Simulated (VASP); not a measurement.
Output of a VASP run:

OUTCAR:
```
 ion  position               nearest neighbor table
   1  0.000  0.000  0.000-   3 2.33   3 2.33   3 2.33   2 2.33   2 2.33   2 2.33   3 2.33   2 2.33
  LATTYP: Found a face centered cubic cell.
 ALAT       =     5.3900000000
 Subroutine PRICEL returns:
 Original cell was already a primitive cell.
 Subroutine GETGRP returns: Found 48 space group operations
The static configuration has the point symmetry O_h .
The dynamic configuration has the point symmetry O_h .
 Subroutine INISYM returns: Found 48 space group operations
 Subroutine IBZKPT returns following result:
 Found     20 irreducible k-points:

 Following reciprocal coordinates:
            Coordinates               Weight
  0.000000  0.000000  0.000000      1.000000
  0.142857  0.000000  0.000000      8.000000
  0.285714  0.000000  0.000000      8.000000
  0.428571  0.000000  0.000000      8.000000
  0.142857  0.142857  0.000000      6.000000
  0.285714  0.142857  0.000000     24.000000
  0.428571  0.142857  0.000000     24.000000
 -0.428571  0.142857  0.000000     24.000000
 -0.285714  0.142857  0.000000     24.000000
 -0.142857  0.142857  0.000000     12.000000
  0.285714  0.285714  0.000000      6.000000
  0.428571  0.285714  0.000000     24.000000
 -0.428571  0.285714  0.000000     24.000000
 -0.285714  0.285714  0.000000     12.000000
  0.428571  0.428571  0.000000      6.000000
 -0.428571  0.428571  0.000000     12.000000
  0.428571  0.285714  0.142857     24.000000
 -0.428571  0.285714  0.142857     48.000000
 -0.428571  0.428571  0.142857     24.000000
 -0.285714  0.428571  0.142857     24.000000
   k-points           NKPTS =     20   k-points in BZ     NKDIM =     20   number of bands    NBANDS=     17
   number of dos      NEDOS =    301   number of ions     NIONS =      3
   total plane-waves  NPLWV =  21952
   dimension x,y,z NGX =    28 NGY =   28 NGZ =   28
   dimension x,y,z NGXF=    56 NGYF=   56 NGZF=   56
   ions per type =               1   2
   PREC   = accura    normal or accurate (medium, high low for compatibility)
   ISTART =      0    job   : 0-new  1-cont  2-samecut
   ICHARG =      2    charge: 1-file 2-atom 10-const
   ISPIN  =      1    spin polarized calculation?
   LNONCOLLINEAR =      F non collinear calculations
   LSORBIT =      F    spin-orbit coupling
   INIWAV =      1    electr: 0-lowe 1-rand  2-diag
   ENCUT  =  400.0 eV  29.40 Ry    5.42 a.u.   6.22  6.22  6.22*2*pi/ulx,y,z
   NELM   =    100;   NELMIN=  2; NELMDL= -5     # of ELM steps
   EDIFF  = 0.1E-05   stopping-criterion for ELM
   LREAL  =      F    real-space projection
   NLSPLINE    = F    spline interpolate recip. space projectors
   LMAXMIX     =    4 max onsite mixed and CHGCAR
   VOSKOWN=      0    Vosko Wilk Nusair interpolation
   EDIFFG = 0.1E-04   stopping-criterion for IOM
   NSW    =      0    number of steps for IOM
   NBLOCK =      1;   KBLOCK =      1    inner block; outer block
   IBRION =     -1    ionic relax: 0-MD 1-quasi-New 2-CG
   NFREE  =      0    steps in history (QN), initial steepest desc. (CG)
   ISIF   =      2    stress and relaxation
   ISYM   =      2    0-nonsym 1-usesym 2-fastsym
   TEIN   =    0.0    initial temperature
   TEBEG  =    0.0;   TEEND  =   0.0 temperature during run
   SMASS  =  -3.00    Nose mass-parameter (am)
   PSTRESS=    0.0 pullay stress
   NELECT =      26.0000    total number of electrons
   EFERMI =   0.00;   METHOD = LEGACY
   ISMEAR =    -1;   SIGMA  =   0.05  broadening in eV -4-tet -1-fermi 0-gaus
   IALGO  =     38    algorithm
   LDIAG  =      T    sub-space diagonalisation (order eigenvalues)
   IMIX   =      4    mixing-type and parameters
     AMIX     =   0.40;   BMIX     =  1.00
     AMIX_MAG =   1.60;   BMIX_MAG =  1.00
     AMIN     =   0.10
   GGA     = PE    functional components
   VOSKOWN =     0    Vosko Wilk Nusair interpolation
   LHFCALC =     F    Hartree Fock is set to
   LHFONE  =     F    Hartree Fock one center treatment
   AEXX    =    0.0000 exact exchange contribution
...
```

### OSZICAR
```
       N       E                     dE             d eps       ncg     rms          rms(c)
DAV:   1     0.168585264401E+03    0.16859E+03   -0.14067E+04   712   0.127E+03
DAV:   2    -0.630681282969E+01   -0.17489E+03   -0.17099E+03   812   0.348E+02
DAV:   3    -0.125037260768E+02   -0.61969E+01   -0.61841E+01   737   0.749E+01
DAV:   4    -0.125273483030E+02   -0.23622E-01   -0.23620E-01   781   0.468E+00
DAV:   5    -0.125274238196E+02   -0.75517E-04   -0.75516E-04   729   0.234E-01    0.103E+01
DAV:   6    -0.108837880719E+02    0.16436E+01   -0.46655E+00   893   0.417E+01    0.766E+00
DAV:   7    -0.109108642875E+02   -0.27076E-01   -0.78006E-01   686   0.898E+00    0.443E+00
DAV:   8    -0.108998522986E+02    0.11012E-01   -0.14242E-01   743   0.386E+00    0.647E-01
DAV:   9    -0.108917168772E+02    0.81354E-02   -0.37543E-02   871   0.249E+00    0.882E-02
DAV:  10    -0.108923090323E+02   -0.59216E-03   -0.27083E-03   700   0.639E-01    0.108E-01
DAV:  11    -0.108923910224E+02   -0.81990E-04   -0.11503E-04   759   0.135E-01    0.350E-02
DAV:  12    -0.108924112371E+02   -0.20215E-04   -0.40709E-05   698   0.622E-02    0.146E-02
DAV:  13    -0.108924125884E+02   -0.13513E-05   -0.59960E-06   770   0.217E-02    0.409E-03
DAV:  14    -0.108924123690E+02    0.21944E-06   -0.77040E-07   512   0.132E-02
   1 F= -.10892412E+02 E0= -.10892412E+02  d E =-.671248E-10
```

File OUTCAR:
```
------------------------ aborting loop because EDIFF is reached ----------------------------------------
  FORCE on cell =-STRESS in cart. coord.  units (eV):
  Direction    XX          YY          ZZ          XY          YZ          ZX
  --------------------------------------------------------------------------------------
  Total       -0.8876652     -0.8876652     -0.8876652     -0.0000000     -0.0000000      0.0000000
  in kB      -36.3290043    -36.3290043    -36.3290043     -0.0000000     -0.0000000      0.0000000
  external PRESSURE =     -36.3290043 kB  Pullay stress =       0.0000000 kB
  volume of cell :       39.15
      direct lattice vectors                 reciprocal lattice vectors
     0.000000000  2.695000000  2.695000000    -0.185528757  0.185528757  0.185528757
     2.695000000  0.000000000  2.695000000     0.185528757 -0.185528757  0.185528757
     2.695000000  2.695000000  0.000000000     0.185528757  0.185528757 -0.185528757
 POSITION                                       TOTAL-FORCE (eV/Angst)
 -----------------------------------------------------------------------------------
      0.00000      0.00000      0.00000        -0.000000     -0.000000     -0.000000
      1.34750      1.34750      1.34750        -0.000000     -0.000000      0.000000
      4.04250      4.04250      4.04250         0.000000      0.000000     -0.000000
 -----------------------------------------------------------------------------------
    total drift:                                0.000000      0.000000      0.000000
  FREE ENERGIE OF THE ION-ELECTRON SYSTEM (eV)
  ---------------------------------------------------
  free  energy   TOTEN  =       -10.8924123690 eV

  energy  without entropy=      -10.8924123689  energy(sigma->0) =      -10.89241237
```
(Selected blocks of OUTCAR.)

POSCAR:
```
CdF2
1
    0.0000000000     2.6950000000     2.6950000000
    2.6950000000     0.0000000000     2.6950000000
    2.6950000000     2.6950000000     0.0000000000
Cd F
1 2
Direct
  0.0000000000   0.0000000000   0.0000000000
  0.2500000000   0.2500000000   0.2500000000
  0.7500000000   0.7500000000   0.7500000000
```

### Question
Write an INCAR and KPOINTS that could have produced this output.

### Answer
One answer among several that fit: the input of the run itself, PBE GGA, plane waves, VASP's PBE PAW potentials (set 64).

INCAR:
```
LCHARG = .FALSE.
LASPH = .TRUE.
LREAL = .FALSE.   # projection in real space or not
SIGMA = 0.05   # width (eV)
EDIFF = 1E-6   # SCF stop (eV)
LMAXMIX = 4   # l cut-off of mixed one-centre charges
GGA = PE   # PBE
ENCUT = 400   # plane-wave cut-off (eV)
PREC = Accurate
NELM = 100   # most electronic steps
SYSTEM = CdF2
ISMEAR = -1
LWAVE = .FALSE.
ISIF = 2
ALGO = Normal
```

**KPOINTS**
```
Automatic mesh
0
Gamma
7 7 7
0 0 0
```

POTCAR, in this order: Cd F (PBE.64 set). Program: vasp_std.

At this cut-off the stress carries a Pulay error, which pulls relaxed volumes low.

The structure is a typed CdF2 crystal (Fm-3m). The cell was not relaxed at this level.
